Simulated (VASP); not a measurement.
Consider the following.

```xyz
2
Lattice="2.9938 0.0000 0.0000 0.0000 2.9938 0.0000 0.0000 0.0000 2.9938" Properties=species:S:1:pos:R:3 pbc="T T T"
Ru     0.0000     0.0000     0.0000
Se     1.4969     1.4969     1.4969
```

The numbers are results of PBE GGA, VASP's PBE PAW potentials (set 64) (plane waves; VASP 6.6.1), not measurements. Numerical set-up: 400 eV cut-off, 8×8×8 Γ-centred mesh, Gaussian smearing of 0.050 eV, potentials Ru_pv Se.

### Question
Give the stress tensor in GPa (positive for a compressed cell).

### Answer

```
32.34   0.00   0.00
 0.00  32.34   0.00
 0.00   0.00  32.34
```
The pressure is its mean diagonal, 32.34 GPa.

The structure was generated: RuSe was put into the CsCl type (Pm-3m), which need not be its known phase. The cell was not relaxed at this level.
